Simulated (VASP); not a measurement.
The system is Ti3C.

```xyz
8
Lattice="5.3335 0.0000 0.0000 -2.6667 4.6189 0.0000 0.0000 0.0000 4.2611" Properties=species:S:1:pos:R:3 pbc="T T T"
Ti    2.6667    3.0762    1.0653
Ti   -1.3307    3.8476    3.1958
Ti    1.3360    0.7714    1.0653
Ti    0.0000    1.5427    3.1958
Ti    3.9974    0.7714    1.0653
Ti    1.3307    3.8476    3.1958
C     0.0000    3.0793    1.0653
C     2.6667    1.5396    3.1958
```

The cell was built by a generator and needn't be a form met in nature.

```yaml
Program: VASP 6.6.1
Task: relaxation of cell and atoms
Functional: PBE
Potentials_or_basis: VASP PAW PBE potentials, release 64 (Ti_sv, C)
Cutoff: 520 eV
k_mesh: 4 × 4 × 4
Occupations: gaussian, width 0.15 eV
Spin: no spin polarisation
```

At the start: pressure -2.6 GPa; volume 13.12 Å³/atom.

Task: How do energy, volume and symmetry change on relaxing?

Result: Over 10 steps the energy falls by 60.6 meV/atom and the volume is 12.76 Å³/atom (-2.7 %); space group P6_3/mmc (No. 194, to 0.05 Å).

Step by step:
```
step  energy change (eV)  largest force (eV/Å)  pressure (GPa)  volume (Å³)
   1              0.0000                1.7951           -2.63       104.97
   2             -0.4444                0.2953           -0.08       101.72
   3             -0.4556                0.0582           -0.67       102.16
   4             -0.4558                0.0095           -0.60       102.11
   5             -0.4723                0.0313            0.71       101.29
   6             -0.4752                0.0350            1.26       100.95
   7             -0.4849                0.0841           -0.17       101.97
   8             -0.4851                0.0820           -0.24       102.04
   9             -0.4850                0.0884           -0.36       102.16
  10             -0.4851                0.0770           -0.45       102.09
```

Final structure:
```
Ti C
1.0
     5.31801    0.00000    0.00000
    -2.65901    4.60553    0.00000
     0.00000    0.00000    4.16805
Ti C
6 2
Direct
  0.82432 0.64864 0.25000
  0.17568 0.82432 0.75000
  0.35136 0.17568 0.25000
  0.17568 0.35136 0.75000
  0.82432 0.17568 0.25000
  0.64863 0.82432 0.75000
  0.33333 0.66667 0.25000
  0.66667 0.33333 0.75000
```

Caveat: the k mesh is coarse (spacing up to 0.37 Å⁻¹), so the values aren't converged.
